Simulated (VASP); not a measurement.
A VASP calculation is set up with these files.

**KPOINTS**
```
Automatic mesh
0
Gamma
8 8 8
0 0 0
```

File POSCAR:
```
Li
1
    0.0000000000     2.9566540000     2.9566540000
    2.9566540000     0.0000000000     2.9566540000
    2.9566540000     2.9566540000     0.0000000000
Li
2
Direct
  0.7500000000   0.7500000000   0.7500000000
  0.5000000000   0.5000000000   0.5000000000
```

**INCAR**
```
SYSTEM = Li
PREC = Accurate
ENCUT = 520
EDIFF = 1E-6
NELM = 100
ALGO = Normal
LREAL = .FALSE.
LASPH = .TRUE.
ISMEAR = 1
SIGMA = 0.1
GGA = PE
LWAVE = .FALSE.
LCHARG = .FALSE.
ISIF = 2
NBANDS = 1
```

POTCAR, in this order: Li_sv (PBE.64 set). Program: vasp_std.

### Question
Does this input run properly? What does VASP do?

### Answer
There is a fault: NBANDS is too small to hold all electrons. VASP stops with an error: The number of bands is not sufficient to hold all electrons. I am sorry, but this calculation does not make sense. If you want to calculate only selected states, you need to set either EFERMI or EREF. EREF specifies around which energy states are supposed to be calculated. I found NBANDS = 1, NELECT = 6. ----> I REFUSE TO CONTINUE WITH THIS SICK JOB ... BYE!!! <----

File standard output:
```
 POSCAR found type information on POSCAR Li
 POSCAR found :  1 types and       2 ions
 Reading from existing POTCAR
 Reading from existing POTCAR
 LDA part: xc-table for (Slater+PW92), standard interpolation

 -----------------------------------------------------------------------------
|                                                                             |
|     EEEEEEE  RRRRRR   RRRRRR   OOOOOOO  RRRRRR      ###     ###     ###     |
|     E        R     R  R     R  O     O  R     R     ###     ###     ###     |
|     E        R     R  R     R  O     O  R     R     ###     ###     ###     |
|     EEEEE    RRRRRR   RRRRRR   O     O  RRRRRR       #       #       #      |
|     E        R   R    R   R    O     O  R   R                               |
|     E        R    R   R    R   O     O  R    R      ###     ###     ###     |
|     EEEEEEE  R     R  R     R  OOOOOOO  R     R     ###     ###     ###     |
|                                                                             |
|     The number of bands is not sufficient to hold all electrons. I am       |
|     sorry, but this calculation does not make sense. If you want to         |
|     calculate only selected states, you need to set either EFERMI or        |
|     EREF. EREF specifies around which energy states are supposed to be      |
|     calculated.                                                             |
|     I found NBANDS = 1, NELECT = 6.                                         |
|                                                                             |
|       ---->  I REFUSE TO CONTINUE WITH THIS SICK JOB ... BYE!!! <----       |
|                                                                             |
 -----------------------------------------------------------------------------
```

To mend it, remove NBANDS.

The mended run (PBE GGA, plane waves, VASP's PBE PAW potentials (set 64)) converges, and its OSZICAR ends with
```
   1 F= -.27818974E+01 E0= -.27812765E+01  d E =-.186275E-02
```

The structure was generated: Li was put into the diamond type (Fd-3m), which need not be its known phase. The cell was not relaxed at this level.
